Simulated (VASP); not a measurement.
All values below come from RPBE GGA, VASP's PBE PAW potentials (set 64) (plane waves; VASP 6.6.1).

A VASP calculation is set up with these files.

### POSCAR
```
SnSe2
1
    1.9962069291    -3.4575320562     0.0000000000
    1.9962069291     3.4575320562     0.0000000000
    0.0000000000     0.0000000000     8.0143442975
Sn Se
1 2
Direct
  0.0000000000   0.0000000000   0.0000000000
  0.3333330000   0.6666670000   0.2031969737
  0.6666670000   0.3333330000   0.7968030263
```

INCAR:
```
IBRION  =  2   # conjugate gradients
ISIF  =  4
GGA  =  RP
LREAL  =  .FALSE.
ALGO  =  Normal   # blocked Davidson
ISMEAR  =  0   # Gaussian
NSW  =  30
SIGMA  =  0.05
EDIFFG  =  -0.01
ENCUT  =  520
LMAXMIX  =  4
PREC  =  Accurate
NELM  =  100
EDIFF  =  1E-7   # SCF stop (eV)
SYSTEM  =  SnSe2
LASPH  =  .TRUE.
LCHARG  =  .FALSE.
LWAVE  =  .FALSE.
```

**KPOINTS**
```
Automatic mesh
0
Gamma
7 7 3
0 0 0
```

POTCAR, in this order: Sn_d Se (PBE.64 set). Program: vasp_std.

Output

File OSZICAR:
```
       N       E                     dE             d eps       ncg     rms          rms(c)
DAV:   1     0.194896738244E+03    0.19490E+03   -0.12009E+04   680   0.156E+03
DAV:   2     0.105271938389E+02   -0.18437E+03   -0.18139E+03   754   0.353E+02
DAV:   3    -0.104772444118E+02   -0.21004E+02   -0.20542E+02   889   0.120E+02
DAV:   4    -0.111804722453E+02   -0.70323E+00   -0.70270E+00   800   0.230E+01
DAV:   5    -0.111996178526E+02   -0.19146E-01   -0.19143E-01  1037   0.396E+00    0.438E+00
DAV:   6    -0.109342896741E+02    0.26533E+00   -0.73378E-01  1015   0.853E+00    0.285E+00
DAV:   7    -0.109327072543E+02    0.15824E-02   -0.15657E-01   855   0.263E+00    0.100E+00
DAV:   8    -0.109350091677E+02   -0.23019E-02   -0.15780E-02   896   0.116E+00    0.259E-01
DAV:   9    -0.109360420232E+02   -0.10329E-02   -0.26572E-03   831   0.431E-01    0.862E-02
DAV:  10    -0.109360885762E+02   -0.46553E-04   -0.21986E-04   952   0.116E-01    0.305E-02
DAV:  11    -0.109361403143E+02   -0.51738E-04   -0.13377E-04   804   0.767E-02    0.165E-02
DAV:  12    -0.109361404667E+02   -0.15242E-06   -0.39829E-06   912   0.157E-02    0.102E-02
DAV:  13    -0.109361419959E+02   -0.15292E-05   -0.76518E-06   757   0.194E-02    0.202E-03
DAV:  14    -0.109361421677E+02   -0.17177E-06   -0.18158E-07   720   0.329E-03    0.777E-04
DAV:  15    -0.109361422513E+02   -0.83626E-07   -0.66598E-08   542   0.199E-03
   1 F= -.10936142E+02 E0= -.10936142E+02  d E =-.109361E+02
       N       E                     dE             d eps       ncg     rms          rms(c)
DAV:   1    -0.109489178255E+02   -0.12776E-01   -0.84436E-01   680   0.461E+00    0.324E-01
DAV:   2    -0.109520411671E+02   -0.31233E-02   -0.40676E-02   835   0.129E+00    0.113E-01
DAV:   3    -0.109517538070E+02    0.28736E-03   -0.71746E-04   824   0.235E-01    0.780E-02
DAV:   4    -0.109516514635E+02    0.10234E-03   -0.37232E-04   822   0.173E-01    0.276E-02
DAV:   5    -0.109516493581E+02    0.21054E-05   -0.71023E-05   969   0.749E-02    0.109E-02
DAV:   6    -0.109516492282E+02    0.12993E-06   -0.59749E-06   903   0.255E-02    0.567E-03
DAV:   7    -0.109516483357E+02    0.89249E-06   -0.20590E-06   754   0.117E-02    0.781E-04
DAV:   8    -0.109516482882E+02    0.47516E-07   -0.39444E-07   873   0.487E-03
   2 F= -.10951648E+02 E0= -.10951648E+02  d E =-.155060E-01
       N       E                     dE             d eps       ncg     rms          rms(c)
DAV:   1    -0.109544341792E+02   -0.27858E-02   -0.36722E+00   680   0.961E+00    0.722E-01
DAV:   2    -0.109684004461E+02   -0.13966E-01   -0.18029E-01   836   0.264E+00    0.235E-01
DAV:   3    -0.109671384790E+02    0.12620E-02   -0.30355E-03   825   0.461E-01    0.163E-01
DAV:   4    -0.109666480905E+02    0.49039E-03   -0.17721E-03   840   0.374E-01    0.556E-02
DAV:   5    -0.109666281532E+02    0.19937E-04   -0.29812E-04   870   0.159E-01    0.230E-02
DAV:   6    -0.109666260634E+02    0.20898E-05   -0.29197E-05   900   0.541E-02    0.125E-02
DAV:   7    -0.109666210464E+02    0.50170E-05   -0.11438E-05   809   0.285E-02    0.153E-03
DAV:   8    -0.109666208375E+02    0.20884E-06   -0.19685E-06   887   0.122E-02    0.223E-03
DAV:   9    -0.109666207260E+02    0.11157E-06   -0.12402E-07   709   0.332E-03    0.125E-03
DAV:  10    -0.109666206520E+02    0.74020E-07   -0.13177E-07   679   0.262E-03
   3 F= -.10966621E+02 E0= -.10966621E+02  d E =-.304784E-01
       N       E                     dE             d eps       ncg     rms          rms(c)
DAV:   1    -0.110205649140E+02   -0.53944E-01   -0.24334E+00   680   0.107E+01    0.122E+00
DAV:   2    -0.109955125523E+02    0.25052E-01   -0.12968E-01   710   0.338E+00    0.680E-01
DAV:   3    -0.109803305920E+02    0.15182E-01   -0.27343E-02   812   0.110E+00    0.289E-01
DAV:   4    -0.109780685472E+02    0.22620E-02   -0.60214E-03   859   0.699E-01    0.666E-02
DAV:   5    -0.109777582345E+02    0.31031E-03   -0.62390E-04   974   0.218E-01    0.355E-02
DAV:   6    -0.109775611048E+02    0.19713E-03   -0.27960E-04   882   0.156E-01    0.953E-03
DAV:   7    -0.109775313988E+02    0.29706E-04   -0.47962E-05   930   0.462E-02    0.883E-03
DAV:   8    -0.109775269868E+02    0.44119E-05   -0.83334E-06   886   0.192E-02    0.350E-03
DAV:   9    -0.109775267128E+02    0.27407E-06   -0.15228E-06   935   0.109E-02    0.753E-04
DAV:  10    -0.109775266874E+02    0.25363E-07   -0.16166E-07   573   0.296E-03
   4 F= -.10977527E+02 E0= -.10977527E+02  d E =-.109060E-01
       N       E                     dE             d eps       ncg     rms          rms(c)
DAV:   1    -0.110483073364E+02   -0.70781E-01   -0.37472E+00   680   0.133E+01    0.152E+00
DAV:   2    -0.110094403093E+02    0.38867E-01   -0.20242E-01   734   0.420E+00    0.843E-01
DAV:   3    -0.109862685766E+02    0.23172E-01   -0.40992E-02   820   0.130E+00    0.364E-01
DAV:   4    -0.109825370325E+02    0.37315E-02   -0.92479E-03   867   0.811E-01    0.817E-02
DAV:   5    -0.109820142246E+02    0.52281E-03   -0.94044E-04   927   0.267E-01    0.446E-02
DAV:   6    -0.109816397173E+02    0.37451E-03   -0.50426E-04   866   0.201E-01    0.126E-02
DAV:   7    -0.109815773909E+02    0.62326E-04   -0.90132E-05   948   0.619E-02    0.113E-02
DAV:   8    -0.109815674326E+02    0.99583E-05   -0.16171E-05   894   0.255E-02    0.459E-03
DAV:   9    -0.109815666113E+02    0.82127E-06   -0.26782E-06   947   0.137E-02    0.103E-03
DAV:  10    -0.109815665342E+02    0.77087E-07   -0.27485E-07   690   0.387E-03
   5 F= -.10981567E+02 E0= -.10981567E+02  d E =-.149459E-01
       N       E                     dE             d eps       ncg     rms          rms(c)
DAV:   1    -0.109829021016E+02   -0.13355E-02   -0.69657E-02   680   0.181E+00    0.204E-01
DAV:   2    -0.109821946044E+02    0.70750E-03   -0.37696E-03   722   0.678E-01    0.115E-01
DAV:   3    -0.109817695872E+02    0.42502E-03   -0.81868E-04   887   0.314E-01    0.486E-02
DAV:   4    -0.109816874610E+02    0.82126E-04   -0.20293E-04   869   0.140E-01    0.118E-02
DAV:   5    -0.109816708633E+02    0.16598E-04   -0.32967E-05   896   0.447E-02    0.643E-03
DAV:   6    -0.109816599913E+02    0.10872E-04   -0.14159E-05   898   0.255E-02    0.146E-03
DAV:   7    -0.109816592893E+02    0.70204E-06   -0.13348E-06   937   0.736E-03    0.157E-03
DAV:   8    -0.109816592155E+02    0.73799E-07   -0.29891E-07   737   0.418E-03
   6 F= -.10981659E+02 E0= -.10981659E+02  d E =-.150386E-01
       N       E                     dE             d eps       ncg     rms          rms(c)
DAV:   1    -0.109816893498E+02   -0.30060E-04   -0.22102E-02   680   0.753E-01    0.521E-02
DAV:   2    -0.109817716737E+02   -0.82324E-04   -0.10899E-03   881   0.229E-01    0.199E-02
DAV:   3    -0.109817640358E+02    0.76379E-05   -0.21360E-05   789   0.430E-02    0.137E-02
DAV:   4    -0.109817621077E+02    0.19281E-05   -0.10934E-05   823   0.301E-02    0.492E-03
DAV:   5    -0.109817623136E+02   -0.20588E-06   -0.23934E-06   974   0.130E-02    0.187E-03
DAV:   6    -0.109817623211E+02   -0.75188E-08   -0.19012E-07   833   0.447E-03
   7 F= -.10981762E+02 E0= -.10981762E+02  d E =-.103106E-03
```

File OUTCAR:
```
------------------------ aborting loop because EDIFF is reached ----------------------------------------
  FORCE on cell =-STRESS in cart. coord.  units (eV):
  Direction    XX          YY          ZZ          XY          YZ          ZX
  --------------------------------------------------------------------------------------
  Total       -0.0155171     -0.0155171     -0.0195719     -0.0000000      0.0000000     -0.0000000
  in kB       -0.2247245     -0.2247246     -0.2834486     -0.0000000      0.0000000     -0.0000000
  external PRESSURE =      -0.2442992 kB  Pullay stress =       0.0000000 kB
  volume of cell :      110.63
      direct lattice vectors                 reciprocal lattice vectors
     1.957658687 -3.390764470 -0.000000000     0.255407137 -0.147459372  0.000000000
     1.957658687  3.390764470  0.000000000     0.255407137  0.147459372  0.000000000
    -0.000000000  0.000000000  8.333072689     0.000000000 -0.000000000  0.120003753
 POSITION                                       TOTAL-FORCE (eV/Angst)
 -----------------------------------------------------------------------------------
      0.00000      0.00000      0.00000        -0.000000     -0.000000      0.000000
      1.95766      1.13026      1.59786         0.000000     -0.000000     -0.003532
      1.95766     -1.13026      6.73521        -0.000000      0.000000      0.003532
 -----------------------------------------------------------------------------------
    total drift:                               -0.000000     -0.000000      0.000000
  FREE ENERGIE OF THE ION-ELECTRON SYSTEM (eV)
  ---------------------------------------------------
  free  energy   TOTEN  =       -10.9817623211 eV

  energy  without entropy=      -10.9817623211  energy(sigma->0) =      -10.98176232

 reached required accuracy - stopping structural energy minimisation
```
(Selected blocks of OUTCAR.)

CONTCAR:
```
SnSe2
   1.00000000000000
     1.9576586873365640   -3.3907644702013022   -0.0000000000000000
     1.9576586873365640    3.3907644702013022    0.0000000000000000
    -0.0000000000000001    0.0000000000000001    8.3330726889661655
  Sn              Se
     1     2
Direct
     0.0000000000000000    0.0000000000000000    0.0000000000000000
     0.3333330000000032    0.6666669999999968    0.1917495604323368
     0.6666669999999968    0.3333330000000032    0.8082504395676632
```

### OUTCAR
```
 val. band max:        1.0381280481   @ k =   0.1429   0.0000   0.0000

 cond. band min:       1.9654875358   @ k =   0.0000   0.4286   0.3333


 Fermi energy:         1.3081310383

 k-point     1 :       0.0000    0.0000    0.0000
  band No.  band energies     occupation
      1     -20.0875      2.00000
      2     -20.0875      2.00000
      3     -20.0640      2.00000
      4     -20.0546      2.00000
      5     -20.0546      2.00000
      6     -12.0555      2.00000
      7     -10.8453      2.00000
      8      -4.3790      2.00000
      9       0.2562      2.00000
     10       0.5857      2.00000
     11       0.5857      2.00000
     12       0.9438      2.00000
     13       0.9438      2.00000
     14       2.3634      0.00000
     15       4.1450      0.00000
     16       5.5943      0.00000
     17       5.5943      0.00000

 k-point     2 :       0.1429    0.0000    0.0000
  band No.  band energies     occupation
      1     -20.0931      2.00000
      2     -20.0819      2.00000
      3     -20.0605      2.00000
      4     -20.0577      2.00000
      5     -20.0543      2.00000
      6     -11.8821      2.00000
      7     -10.7346      2.00000
      8      -4.4586      2.00000
      9      -0.6933      2.00000
     10       0.0863      2.00000
     11       0.1039      2.00000
     12       0.3658      2.00000
     13       1.0381      2.00000
     14       3.0614      0.00000
     15       4.7811      0.00000
     16       5.5984      0.00000
     17       5.9852      0.00000

 k-point     3 :       0.2857   -0.0000    0.0000
  band No.  band energies     occupation
      1     -20.1083      2.00000
      2     -20.0730      2.00000
      3     -20.0663      2.00000
      4     -20.0497      2.00000
      5     -20.0486      2.00000
      6     -11.4107      2.00000
      7     -10.4902      2.00000
      8      -4.9021      2.00000
      9      -2.1031      2.00000
     10      -0.8425      2.00000
     11      -0.5798      2.00000
...
```

Without a dispersion term in the relaxation, distances and binding between the weakly bound layers, chains or molecules are unreliable, and so is what depends on them. Unless said otherwise, spin-orbit coupling is left out, though it shifts the bands of the heavy elements here.

The compound is SnSe2 in the 1T layered structure. This cell is one point of a volume scan, at 1.06 of the reference volume. Symmetry was kept, so distortions that lower it aren't found.
